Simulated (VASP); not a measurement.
# K2SnSe2 (Fmmm) in VASP: electric field gradients with PBE+MBD-FI

Aim: the electric field gradients of K2SnSe2 with PBE+MBD-FI.

Program: VASP 6.6.1. These are calculated values, not measurements. Logs are shortened: lines on timing, memory, paths and dates and some standing lists are left out, and cuts for length are marked.

## 1. The crystal as given

It takes space group Fmmm (No. 69, orthorhombic). Conventional cell: a = 6.372 Å, b = 6.437 Å, c = 13.975 Å, α = 90.00°, β = 90.00°, γ = 90.00°. Around K (site symmetry 222) lie 4 Se at 2.76 Å. Sn (site symmetry mmm) has 8 Se at 3.72 to 3.74 Å and 8 K at 4.16 Å as nearest neighbours. Se (site symmetry mm2) has 4 K at 2.76 Å as nearest neighbours.

The cell was built by a generator and needn't be a form met in nature.

## 2. Electric field gradients, PBE+MBD-FI

Contents of INCAR:

```
PREC = Accurate
ENCUT = 600
EDIFF = 1E-8
ISMEAR = 0
SIGMA = 0.05
LREAL = F
LASPH = T
NELM = 80
ALGO = Normal
ISIF = 2
LWAVE = F
LCHARG = F
GGA = PE
IVDW = 263
LEFG = T
```

Contents of KPOINTS:

```
Automatic mesh
0
Gamma
  6 6 6
```

Contents of POSCAR:

```
K2SnSe2
1.0
    0.0000000000      3.2185627200      6.9874787700
    3.1859403800      0.0000000000      6.9874787700
    3.1859403800      3.2185627200      0.0000000000
K Sn Se
2 1 2
Direct
    0.7500000000      0.7500000000      0.7500000000
    0.2500000000      0.2500000000      0.2500000000
    0.0000000000      0.0000000000      0.0000000000
    0.3632000100      0.3632000100      0.6367999900
    0.6367999900      0.6367999900      0.3632000100
```

Potentials or basis: VASP PAW PBE potentials, release 64 (K_sv_GW, Sn_d_GW, Se_GW).

The run is started by

```
cat potpaw_PBE.64/K_sv_GW/POTCAR potpaw_PBE.64/Sn_d_GW/POTCAR potpaw_PBE.64/Se_GW/POTCAR > POTCAR
mpirun -np 1 vasp_std > vasp.out
```

OUTCAR:

```text
PREC = Accurate
   ENCUT = 600
   EDIFF = 1E-8
   ISMEAR = 0
   LREAL = F
   LASPH = T
   NELM = 80
   ISIF = 2
   GGA = PE
   IVDW = 263
  IVDW = 263

 ion  position               nearest neighbor table
   1  0.750  0.750  0.750-   4 2.76   4 2.76   5 2.76   5 2.76   2 3.19   2 3.19   2 3.22   2 3.22

   2  0.250  0.250  0.250-   4 2.76   4 2.76   5 2.76   5 2.76   1 3.19   1 3.19   1 3.22   1 3.22

   3  0.000  0.000  0.000-
   4  0.363  0.363  0.637-   2 2.76   2 2.76   1 2.76   1 2.76
   5  0.637  0.637  0.363-   2 2.76   2 2.76   1 2.76   1 2.76

  LATTYP: Found a face centered orthorhombic cell.
 ALAT       =     6.3718807600
 B/A-ratio  =     1.0102394697
 C/A-ratio  =     2.1932233302

  Lattice vectors:

 A1 = (   0.0000000000,   3.2185627200,   6.9874787700)
 A2 = (   3.1859403800,   0.0000000000,   6.9874787700)
 A3 = (   3.1859403800,   3.2185627200,   0.0000000000)

Analysis of symmetry for initial positions (statically):
=====================================================================
 Subroutine PRICEL returns:
 Original cell was already a primitive cell.

 Routine SETGRP: Setting up the symmetry group for a
 face centered orthorhombic supercell.

 Subroutine GETGRP returns: Found  8 space group operations
 (whereof  8 operations were pure point group operations)
 out of a pool of  8 trial point group operations.

The static configuration has the point symmetry D_2h.

Analysis of symmetry for dynamics (positions and initial velocities):
=====================================================================
 Subroutine PRICEL returns:
 Original cell was already a primitive cell.

 Routine SETGRP: Setting up the symmetry group for a
 face centered orthorhombic supercell.

 Subroutine GETGRP returns: Found  8 space group operations
 (whereof  8 operations were pure point group operations)
 out of a pool of  8 trial point group operations.

The dynamic configuration has the point symmetry D_2h.

 Subroutine INISYM returns: Found  8 space group operations
 (whereof  8 operations are pure point group operations),
 and found     1 'primitive' translations

----------------------------------------------------------------------------------------

                                     Primitive cell

  volume of cell :     143.3013

  direct lattice vectors                    reciprocal lattice vectors
     0.000000000  3.218562720  6.987478770    -0.156939534  0.155348845  0.071556568
     3.185940380  0.000000000  6.987478770     0.156939534 -0.155348845  0.071556568
     3.185940380  3.218562720  0.000000000     0.156939534  0.155348845 -0.071556568

  length of vectors
     7.693114164  7.679523141  4.528726321     0.232128463  0.232128463  0.232128463

  position of ions in fractional coordinates (direct lattice)
     0.750000000  0.750000000  0.750000000
     0.250000000  0.250000000  0.250000000
     0.000000000  0.000000000  0.000000000
     0.363200010  0.363200010  0.636799990
     0.636799990  0.636799990  0.363200010

  ion indices of the primitive-cell ions
   primitive index   ion index
                 1           1
                 2           2
                 3           3
                 4           4
                 5           5

----------------------------------------------------------------------------------------

 KPOINTS: Automatic mesh

Automatic generation of k-mesh.
 Grid dimensions read from file:
 generate k-points for:    6    6    6

[... 55 lines left out ...]
   ISTART =      0    job   : 0-new  1-cont  2-samecut
   ICHARG =      2    charge: 1-file 2-atom 10-const
   ISPIN  =      1    spin polarized calculation?
   LNONCOLLINEAR =      F non collinear calculations
   LSORBIT =      F    spin-orbit coupling
   LASPH  =      T    aspherical Exc in radial PAW
   ENCUT  =  600.0 eV  44.10 Ry    6.64 a.u.  15.37 15.34  9.04*2*pi/ulx,y,z
   NELM   =     80;   NELMIN=  2; NELMDL= -5     # of ELM steps
   EDIFF  = 0.1E-07   stopping-criterion for ELM
   LREAL  =      F    real-space projection
   EDIFFG = 0.1E-06   stopping-criterion for IOM
   NSW    =      0    number of steps for IOM
   IBRION =     -1    ionic relax: 0-MD 1-quasi-New 2-CG
   NFREE  =      0    steps in history (QN), initial steepest desc. (CG)
   ISIF   =      2    stress and relaxation
   ISYM   =      2    0-nonsym 1-usesym 2-fastsym
   POTIM  = 0.5000    time-step for ionic-motion
   TEBEG  =    0.0;   TEEND  =   0.0 temperature during run
   PSTRESS=    0.0 pullay stress
   NELECT =      44.0000    total number of electrons
   NUPDOWN=      -1.0000    fix difference up-down
   EMIN   =  10.00;   EMAX   =-10.00  energy-range for DOS
   EFERMI =   0.00;   METHOD = LEGACY
   ISMEAR =     0;   SIGMA  =   0.05  broadening in eV -4-tet -1-fermi 0-gaus
   EFERMI_NEDOS =   21; number of points for ismear=-14 and -15
   IALGO  =     38    algorithm
   IMIX   =      4    mixing-type and parameters
     AMIX     =   0.40;   BMIX     =  1.00
     AMIX_MAG =   1.60;   BMIX_MAG =  1.00
  volume/ion in A,a.u.               =      28.66       193.41
  Fermi-wavevector in a.u.,A,eV,Ry     =   1.104441  2.087090 16.596236  1.219789
  Thomas-Fermi vector in A             =   2.240913
   LORBIT       =      0    0 simple, 1 ext, 2 COOP (PROOUT), +10 PAW based schemes
   GGA     = PE    functional components
   LHFCALC =     F    Hartree Fock is set to
   AEXX    =    0.0000 exact exchange contribution
   IVDW    =   263    specifies the selected vdW correction
   LEPSILON=     F    determine dielectric tensor
   LRPA    =     F    only Hartree local field effects (RPA)
 non-spin polarized calculation
 Gauss-broadening in eV      SIGMA  =   0.05
  energy-cutoff  :      600.00
  volume of cell :      143.30
 maximum number of plane-waves:      4814
 NGX is ok and might be reduce to    64
   NGX = 31   NGY = 31   NGZ = 19

 number of electron      44.0000003 magnetization

 Free energy of the ion-electron system (eV)
  ---------------------------------------------------
  ext. energy  EPLUGINS =         0.00000000
  ---------------------------------------------------
  free energy    TOTEN  =       -17.59972454 eV

  energy without entropy =      -17.59918785  energy(sigma->0) =      -17.59945619

 E-fermi :   3.0854     XC(G=0):  -8.7966

 val. band max:        3.0403862341   @ k =  -0.1667   0.3333   0.5000
 cond. band min:       3.1317764253   @ k =  -0.1667   0.3333   0.5000
 fundamental gap:      0.0913901912
 Fermi energy:         3.0853890868

 k-point     1 :       0.0000    0.0000    0.0000
  band No.  band energies     occupation
      1     -26.3909      2.00000
      2     -26.0965      2.00000
      3     -19.1564      2.00000
      4     -19.1547      2.00000
      5     -19.1454      2.00000
      6     -19.1411      2.00000
[... 685 lines left out ...]
     25       5.1325      0.00000
     26       7.3166      0.00000

 [... further k-points ...]

------------------------ aborting loop because EDIFF is reached ----------------------------------------

  Hirshfeld charges:
            ion         q(e)
   ------------------------------
      1     K           0.100
      2     K           0.100
      3     Sn          0.631
      4     Se         -0.415
      5     Se         -0.415

  Tkatchenko/Scheffler method for vdW energy calculation

  Edisp (eV):   -2.76852

  FORCE on cell =-STRESS in cart. coord.  units (eV):
  Direction    XX          YY          ZZ          XY          YZ          ZX
  --------------------------------------------------------------------------------------
  -------------------------------------------------------------------------------------
  Total       1.32794     0.75004     4.97997     0.00000     0.00000     0.00000
  in kB      14.84698     8.38576    55.67843     0.00000     0.00000     0.00000
  external pressure =       26.30 kB  Pullay stress =        0.00 kB

 VOLUME and BASIS-vectors are now :
 -----------------------------------------------------------------------------
  energy-cutoff  :      600.00
  volume of cell :      143.30
      direct lattice vectors                 reciprocal lattice vectors
     0.000000000  3.218562720  6.987478770    -0.156939534  0.155348845  0.071556568
     3.185940380  0.000000000  6.987478770     0.156939534 -0.155348845  0.071556568
     3.185940380  3.218562720  0.000000000     0.156939534  0.155348845 -0.071556568

 POSITION                                       TOTAL-FORCE (eV/Angst)
 -----------------------------------------------------------------------------------
      4.77891      4.82784     10.48122         0.000000     -0.000000     -0.000000
      1.59297      1.60928      3.49374        -0.000000      0.000000     -0.000000
      0.00000      0.00000      0.00000        -0.000000     -0.000000      0.000000
      3.18594      3.21856      5.07570         0.000000     -0.000000      3.140181
      3.18594      3.21856      8.89925         0.000000     -0.000000     -3.140181
 -----------------------------------------------------------------------------------
    total drift:                               -0.000000      0.000000      0.000000

  FREE ENERGIE OF THE ION-ELECTRON SYSTEM (eV)
  ---------------------------------------------------
  free  energy   TOTEN  =       -20.3682418894 eV

  energy  without entropy=      -20.3677052051  energy(sigma->0) =      -20.36797355

 Electric field gradients (V/A^2)
---------------------------------------------------------------------
 ion       V_xx      V_yy      V_zz      V_xy      V_xz      V_yz
---------------------------------------------------------------------
   1       8.653     6.156   -14.808     0.000     0.000     0.000
   2       8.653     6.156   -14.808     0.000     0.000     0.000
   3      28.522    37.427   -65.949     0.003    -0.001    -0.001
   4      29.683    20.329   -50.012    -0.000     0.000     0.000
   5      29.683    20.329   -50.012    -0.000     0.000     0.000
---------------------------------------------------------------------

 Electric field gradients after diagonalization (V/A^2)
 (convention: |V_zz| > |V_xx| > |V_yy|)
----------------------------------------------------------------------
 ion       V_xx      V_yy      V_zz     asymmetry (V_yy - V_xx)/ V_zz
----------------------------------------------------------------------
   1       8.653     6.156   -14.808       0.169
   2       8.653     6.156   -14.808       0.169
   3      37.427    28.522   -65.949       0.135
   4      29.683    20.329   -50.012       0.187
   5      29.683    20.329   -50.012       0.187
----------------------------------------------------------------------

           NMR quadrupolar parameters

 Cq : quadrupolar parameter    Cq=e*Q*V_zz/h
 eta: asymmetry parameters     (V_yy - V_xx)/ V_zz
 Q  : nuclear electric quadrupole moment in mb (millibarn)
----------------------------------------------------------------------
 ion       Cq(MHz)       eta       Q (mb)
----------------------------------------------------------------------
   1      -0.036       0.169       1.000
   2      -0.036       0.169       1.000
   3      -0.159       0.135       1.000
   4      -0.121       0.187       1.000
   5      -0.121       0.187       1.000
----------------------------------------------------------------------
```

It took 7.8 min on 1 thread of Intel Xeon 6975P-C (Granite Rapids), shared host; peak memory 0.55 GiB.

Results:

* Free energy: -20.3682 eV
* Pressure: 2.6 GPa
* Largest force: 3.140 eV/Å
* Band gap on the k mesh: 0.09 eV, direct
* Hirshfeld charges: K +0.10; Sn +0.63; Se -0.41 e
* Dispersion energy per atom: -0.554 eV

Forces on the atoms (eV/Å):
```
K    0.000  0.000  0.000
K    0.000  0.000  0.000
Sn   0.000  0.000  0.000
Se   0.000  0.000  3.140
Se   0.000  0.000 -3.140
```

Stress tensor (GPa, compression positive):
```
1.48 0.00 0.00
0.00 0.84 0.00
0.00 0.00 5.57
```

Electric field gradients, principal values (V/Å²):
```
atom     Vxx     Vyy      Vzz
 1 K   6.156   8.653  -14.808
 2 K   6.156   8.653  -14.808
3 Sn  28.522  37.427  -65.949
4 Se  20.329  29.683  -50.012
5 Se  20.329  29.683  -50.012
```

Caveat: spin-orbit coupling is left out, which moves the levels of the heavy elements; forces of over 1 eV/Å show positions far from the minimum, so gaps and moduli don't describe the material at rest.

## 3. For comparison

An earlier run on the cell as given: functional PBE; potentials or basis VASP PAW PBE potentials, release 64 (K_sv, Sn_d, Se); cutoff 520 eV; k mesh 6 × 6 × 6; occupations fermi-dirac, width 0.05 eV; no spin polarisation.

* Pressure: 8.9 GPa
* Largest force: 3.594 eV/Å
* Band gap on the k mesh: 0.10 eV, direct
